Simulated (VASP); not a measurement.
Level of theory: r2SCAN meta-GGA, VASP's PBE PAW potentials (set 64) (plane waves; VASP 6.6.1).

VASP input:

**KPOINTS**
```
Automatic mesh
0
Gamma
6 6 6
0 0 0
```

INCAR:
```
EDIFF = 1E-6
ISIF = 3   # ions, shape and volume
NELM = 100   # most electronic steps
LCHARG = .FALSE.
NSW = 60   # most ionic steps
SIGMA = 0.05   # width (eV)
LMIXTAU = .TRUE.
LWAVE = .FALSE.
ALGO = Normal   # blocked Davidson
METAGGA = R2SCAN
ISMEAR = 0   # Gaussian
IBRION = 2   # conjugate gradients
SYSTEM = PbF2
LASPH = .TRUE.   # aspherical one-centre terms
EDIFFG = -0.02
PREC = Accurate
LMAXMIX = 4
LREAL = .FALSE.   # projection in real space or not
ENCUT = 520
```

### POSCAR
```
PbF2
1.0
  0.0000000000   2.9420447209   2.9420447209
  2.9420447209   0.0000000000   2.9420447209
  2.9420447209   2.9420447209   0.0000000000
Pb F
1 2
Cart
  5.8840894418   2.9420447209   2.9420447209
  1.4710223604   1.4710223604   1.4710223604
  4.4130670813   4.4130670813   4.4130670813
```

POTCAR, in this order: Pb_d F (PBE.64 set). Program: vasp_std.

Output of the run:

**OUTCAR**
```
 ion  position               nearest neighbor table
   1  0.000  0.000  0.000-   3 2.55   3 2.55   3 2.55   2 2.55   3 2.55   2 2.55   2 2.55   2 2.55
  LATTYP: Found a face centered cubic cell.
 ALAT       =     5.8840894418
 Subroutine PRICEL returns:
 Original cell was already a primitive cell.
 Subroutine GETGRP returns: Found 48 space group operations
The static configuration has the point symmetry O_h .
The dynamic configuration has the point symmetry O_h .
 Subroutine INISYM returns: Found 48 space group operations
 Subroutine IBZKPT returns following result:
 Found     16 irreducible k-points:

 Following reciprocal coordinates:
            Coordinates               Weight
  0.000000  0.000000  0.000000      1.000000
  0.166667  0.000000  0.000000      8.000000
  0.333333  0.000000  0.000000      8.000000
  0.500000  0.000000  0.000000      4.000000
  0.166667  0.166667  0.000000      6.000000
  0.333333  0.166667  0.000000     24.000000
  0.500000  0.166667  0.000000     24.000000
 -0.333333  0.166667  0.000000     24.000000
 -0.166667  0.166667  0.000000     12.000000
  0.333333  0.333333  0.000000      6.000000
...
```

File OSZICAR:
```
       N       E                     dE             d eps       ncg     rms          rms(c)
DAV:   1     0.257564421382E+03    0.25756E+03   -0.15180E+04   576   0.178E+03
DAV:   2    -0.540028827316E+02   -0.31157E+03   -0.30003E+03   676   0.464E+02
DAV:   3    -0.794084809703E+02   -0.25406E+02   -0.25196E+02   674   0.154E+02
DAV:   4    -0.801211561529E+02   -0.71268E+00   -0.71211E+00   632   0.258E+01
DAV:   5    -0.801462840809E+02   -0.25128E-01   -0.25127E-01   648   0.505E+00    0.692E+00
DAV:   6    -0.709643844928E+02    0.91819E+01   -0.58572E+00   738   0.383E+01    0.219E+00
DAV:   7    -0.699422405122E+02    0.10221E+01   -0.15067E+00   584   0.153E+01    0.171E+00
DAV:   8    -0.723118278753E+02   -0.23696E+01   -0.73174E-01   580   0.102E+01    0.817E-01
DAV:   9    -0.694922887570E+02    0.28195E+01   -0.84596E-01   580   0.873E+00    0.110E+00
DAV:  10    -0.701486976665E+02   -0.65641E+00   -0.51233E-01   576   0.616E+00    0.147E-01
DAV:  11    -0.701311696990E+02    0.17528E-01   -0.17825E-02   612   0.155E+00    0.244E-01
DAV:  12    -0.701233838329E+02    0.77859E-02   -0.15325E-02   576   0.102E+00    0.483E-01
DAV:  13    -0.701526195025E+02   -0.29236E-01   -0.22173E-02   576   0.165E+00    0.240E-01
DAV:  14    -0.701544016922E+02   -0.17822E-02   -0.26828E-03   576   0.525E-01    0.146E-01
DAV:  15    -0.701556926432E+02   -0.12910E-02   -0.23194E-04   576   0.181E-01    0.138E-01
DAV:  16    -0.701557292901E+02   -0.36647E-04   -0.17990E-03   660   0.348E-01    0.126E-02
DAV:  17    -0.701559146455E+02   -0.18536E-03   -0.10868E-04   576   0.115E-01    0.673E-03
DAV:  18    -0.701559048568E+02    0.97888E-05   -0.86887E-06   680   0.373E-02    0.327E-03
DAV:  19    -0.701559221759E+02   -0.17319E-04   -0.30343E-06   576   0.184E-02    0.240E-03
DAV:  20    -0.701559317910E+02   -0.96151E-05   -0.24922E-06   544   0.213E-02    0.152E-03
DAV:  21    -0.701559319801E+02   -0.18904E-06   -0.10849E-06   424   0.118E-02
   1 F= -.70155932E+02 E0= -.70155932E+02  d E =-.701559E+02
       N       E                     dE             d eps       ncg     rms          rms(c)
DAV:   1    -0.703212065191E+02   -0.16527E+00   -0.45206E+00   724   0.323E+01    0.286E+00
DAV:   2    -0.701684016175E+02    0.15280E+00   -0.62355E-01   602   0.861E+00    0.609E-01
DAV:   3    -0.701569462168E+02    0.11455E-01   -0.32023E-02   600   0.300E+00    0.241E-01
DAV:   4    -0.701530059342E+02    0.39403E-02   -0.15836E-02   600   0.210E+00    0.785E-02
DAV:   5    -0.701593085660E+02   -0.63026E-02   -0.20584E-03   576   0.506E-01    0.620E-02
DAV:   6    -0.701555514682E+02    0.37571E-02   -0.12078E-03   576   0.475E-01    0.323E-02
DAV:   7    -0.701594716197E+02   -0.39202E-02   -0.10047E-03   576   0.422E-01    0.151E-02
DAV:   8    -0.701595627862E+02   -0.91167E-04   -0.17065E-04   576   0.146E-01    0.533E-03
DAV:   9    -0.701595961053E+02   -0.33319E-04   -0.60221E-05   576   0.935E-02    0.303E-03
DAV:  10    -0.701596170529E+02   -0.20948E-04   -0.67226E-06   576   0.361E-02    0.121E-03
DAV:  11    -0.701596169118E+02    0.14109E-06   -0.67455E-07   466   0.110E-02
   2 F= -.70159617E+02 E0= -.70159617E+02  d E =-.368493E-02
       N       E                     dE             d eps       ncg     rms          rms(c)
DAV:   1    -0.701686953562E+02   -0.90783E-02   -0.23887E-01   724   0.726E+00    0.665E-01
DAV:   2    -0.701604502507E+02    0.82451E-02   -0.34132E-02   602   0.200E+00    0.141E-01
DAV:   3    -0.701598557386E+02    0.59451E-03   -0.17441E-03   608   0.703E-01    0.566E-02
DAV:   4    -0.701595642152E+02    0.29152E-03   -0.83518E-04   600   0.482E-01    0.182E-02
DAV:   5    -0.701599341867E+02   -0.36997E-03   -0.10886E-04   576   0.116E-01    0.151E-02
DAV:   6    -0.701596117842E+02    0.32240E-03   -0.97214E-05   576   0.126E-01    0.973E-03
DAV:   7    -0.701599488789E+02   -0.33709E-03   -0.83800E-05   576   0.117E-01    0.394E-03
DAV:   8    -0.701599562729E+02   -0.73940E-05   -0.10996E-05   576   0.369E-02    0.117E-03
DAV:   9    -0.701599583971E+02   -0.21242E-05   -0.32236E-06   560   0.215E-02    0.813E-04
DAV:  10    -0.701599589597E+02   -0.56258E-06   -0.37380E-07   372   0.952E-03
   3 F= -.70159959E+02 E0= -.70159959E+02  d E =-.402698E-02
```

**OUTCAR**
```
------------------------ aborting loop because EDIFF is reached ----------------------------------------
  FORCE on cell =-STRESS in cart. coord.  units (eV):
  Direction    XX          YY          ZZ          XY          YZ          ZX
  --------------------------------------------------------------------------------------
  Total        0.0056368      0.0056368      0.0056368      0.0000000      0.0000000     -0.0000000
  in kB        0.1742663      0.1742663      0.1742663      0.0000000      0.0000000     -0.0000000
  external PRESSURE =       0.1742663 kB  Pullay stress =       0.0000000 kB
  volume of cell :       51.82
      direct lattice vectors                 reciprocal lattice vectors
     0.000000000  2.959142061  2.959142061    -0.168967893  0.168967893  0.168967893
     2.959142061  0.000000000  2.959142061     0.168967893 -0.168967893  0.168967893
     2.959142061  2.959142061 -0.000000000     0.168967893  0.168967893 -0.168967893
 POSITION                                       TOTAL-FORCE (eV/Angst)
 -----------------------------------------------------------------------------------
      0.00000      0.00000      0.00000        -0.000000      0.000000      0.000000
      1.47957      1.47957      1.47957         0.000000      0.000000     -0.000000
      4.43871      4.43871      4.43871        -0.000000     -0.000000      0.000000
 -----------------------------------------------------------------------------------
    total drift:                                0.000000     -0.000000      0.000000
  FREE ENERGIE OF THE ION-ELECTRON SYSTEM (eV)
  ---------------------------------------------------
  free  energy   TOTEN  =       -70.1599589597 eV

  energy  without entropy=      -70.1599589597  energy(sigma->0) =      -70.15995896

 reached required accuracy - stopping structural energy minimisation
```
(Selected blocks of OUTCAR.)

CONTCAR:
```
PbF2
   1.00000000000000
     0.0000000000000000    2.9591420605018293    2.9591420605018293
     2.9591420605018293    0.0000000000000000    2.9591420605018293
     2.9591420605018293    2.9591420605018293   -0.0000000000000000
  Pb              F
     1     2
Direct
     0.0000000000000000    0.0000000000000000    0.0000000000000000
     0.2500000000000000    0.2500000000000000    0.2500000000000000
     0.7500000000000000    0.7500000000000000    0.7500000000000000
```

The compound is PbF2 in the fluorite structure, the β form. This run relaxes it. Symmetry was kept, so distortions that lower it aren't found.
